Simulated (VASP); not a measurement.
An input for Quantum ESPRESSO's pw.x (written as the equivalent of a VASP run, and not itself run):

```
&CONTROL
  calculation = 'vc-relax'
  pseudo_dir = './pseudo'
  outdir = './out'
  tprnfor = .true.
  tstress = .true.
  nstep = 60
  forc_conv_thr = 0.00039
/
&SYSTEM
  ibrav = 0
  nat = 2
  ntyp = 2
  ecutwfc = 74
  occupations = 'smearing'
  smearing = 'gaussian'
  degauss = 0.003675
  input_dft = 'pbe'
/
&ELECTRONS
  conv_thr = 7.3e-08
  electron_maxstep = 100
/
&IONS
/
&CELL
/
ATOMIC_SPECIES
  K 39.098 K.upf
  Br 79.904 Br.upf
CELL_PARAMETERS angstrom
     0.0000000    3.3000000    3.3000000
     3.3000000    0.0000000    3.3000000
     3.3000000    3.3000000    0.0000000
ATOMIC_POSITIONS crystal
  K    0.0000000  0.0000000  0.0000000
  Br   0.5000000  0.5000000  0.5000000
K_POINTS automatic
  6 6 6 0 0 0
```

Q: Write the VASP files for the same calculation (PBE).

A: This is not unique; one that fits is 
### INCAR
```
# general
SYSTEM   =  KBr
PREC     =  Accurate
ENCUT    =  400
LREAL    =  .False.   # projection in real space or not
LASPH    =  .True.   # aspherical one-centre terms

# electronic loop
EDIFF    =  1E-6
NELM     =  100   # most electronic steps
ALGO     =  Normal   # blocked Davidson
LMAXMIX  =  4   # l cut-off of mixed one-centre charges

# smearing
ISMEAR   =  0   # Gaussian
SIGMA    =  0.05   # width (eV)

# functional
GGA      =  PE   # PBE

# ions
IBRION   =  2
NSW      =  60   # most ionic steps
ISIF     =  3   # ions, shape and volume
EDIFFG   =  -0.01

# output
LWAVE    =  .False.
LCHARG   =  .False.
```

### POSCAR
```
KBr
1
    0.0000000000     3.3000000000     3.3000000000
    3.3000000000     0.0000000000     3.3000000000
    3.3000000000     3.3000000000     0.0000000000
K Br
1 1
Direct
  0.0000000000   0.0000000000   0.0000000000
  0.5000000000   0.5000000000   0.5000000000
```

### KPOINTS
```
Automatic mesh
0
Gamma
6 6 6
0 0 0
```

POTCAR, in this order: K_sv Br (PBE.64 set). Program: vasp_std.

Limits of the translation: the potentials are each code's own (VASP's PAW set, PseudoDojo norm-conserving files in pw.x), so ENCUT and ecutwfc are chosen apart and not converted; conv_thr bounds pw.x's estimated SCF error, while EDIFF bounds the energy change between steps; forc_conv_thr acts on force components and is met together with etot_conv_thr.

The compound is KBr in the rock salt structure. This run relaxes it. Symmetry was kept, so distortions that lower it aren't found.
